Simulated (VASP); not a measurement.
```
CELL_PARAMETERS angstrom
      1.77087    -3.06724     0.00000
      1.77087     3.06724     0.00000
      0.00000     0.00000    18.77982
ATOMIC_POSITIONS crystal
  Te 0.33333 0.66667 0.84539
  Te 0.66667 0.33333 0.34539
  Te 0.66667 0.33333 0.15461
  Te 0.33333 0.66667 0.65461
  Mo 0.33333 0.66667 0.25000
  Mo 0.66667 0.33333 0.75000
```

Computed with revPBE GGA, VASP's PBE PAW potentials (set 64) (plane waves; VASP). Settings: 520 eV cut-off, 7×7×2 Γ-centred mesh, Gaussian smearing of 0.050 eV, potentials Te Mo_sv.

Without a dispersion term in the relaxation, distances and binding between the weakly bound layers, chains or molecules are unreliable, and so is what depends on them.

Question: The ions and cell shape at fixed volume are relaxed. Which structure does the run end with?

Answer: 
```
CELL_PARAMETERS angstrom
      1.78874    -3.09819     0.00000
      1.78874     3.09819     0.00000
      0.00000     0.00000    18.40639
ATOMIC_POSITIONS crystal
  Te 0.33333 0.66667 0.84829
  Te 0.66667 0.33333 0.34829
  Te 0.66667 0.33333 0.15171
  Te 0.33333 0.66667 0.65171
  Mo 0.33333 0.66667 0.25000
  Mo 0.66667 0.33333 0.75000
```
Space group P6_3/mmc (194), at a tolerance of 0.03 Å.

Question: How much energy does the relaxation gain?

Answer: The energy (σ→0) changes by -6.6 meV/atom, in 8 ionic steps.

The compound is MoTe2 in the 2H layered structure. This cell is one point of a volume scan, at 0.97 of the reference volume. Symmetry was kept, so distortions that lower it aren't found.
